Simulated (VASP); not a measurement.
These are PBE GGA, VASP's PBE PAW potentials (set 64) (plane waves; VASP) values and carry that method's errors.

The input files of a VASP run:

### INCAR
```
ALGO=Normal
DIPOL=0.5 0.5 0.511
EDIFF=1E-6
ENCUT=300
GGA=PE
IDIPOL=3
ISIF=2
ISMEAR=-1
LASPH=.TRUE.
LCHARG=.FALSE.
LDIPOL=.TRUE.
LMAXMIX=4
LREAL=.FALSE.
LWAVE=.FALSE.
NELM=100
PREC=Accurate
SIGMA=0.1
SYSTEM=Zr
```

### POSCAR
```
Zr
1
    3.1872280000     0.0000000000     0.0000000000
    0.0000000000    10.2549280000     0.0000000000
    0.0000000000     0.0000000000    21.4350000000
Zr
12
Direct
  0.7453700000   0.0000000000   0.4132870000
  0.7453700000   0.5000000000   0.4132870000
  0.7453700000   0.2500000000   0.3265690000
  0.2453700000   0.7500000000   0.3699280000
  0.2453700000   0.0000000000   0.5433590000
  0.2453700000   0.5000000000   0.5433590000
  0.2453700000   0.2500000000   0.4566410000
  0.7453700000   0.7500000000   0.5000000000
  0.7453700000   0.0000000000   0.6734310000
  0.7453700000   0.5000000000   0.6734310000
  0.7453700000   0.2500000000   0.5867130000
  0.2453700000   0.7500000000   0.6300720000
```

### KPOINTS
```
Automatic mesh
0
Gamma
10 4 1
0 0 0
```

POTCAR, in this order: Zr_sv (PBE.64 set). Program: vasp_std.

Task: What will the output report for the number of irreducible k-points (NKPTS), largest plane-wave count, number of space-group operations, FFT grid (NGX, NGY, NGZ)?

Result: 
The number of irreducible k-points (NKPTS) is 18. The largest plane-wave count comes out as 8324 and the number of space-group operations comes out as 4. The FFT grid (NGX, NGY, NGZ) is 18 × 60 × 126.

The cell is a sheet with vacuum, built from a generated structure.
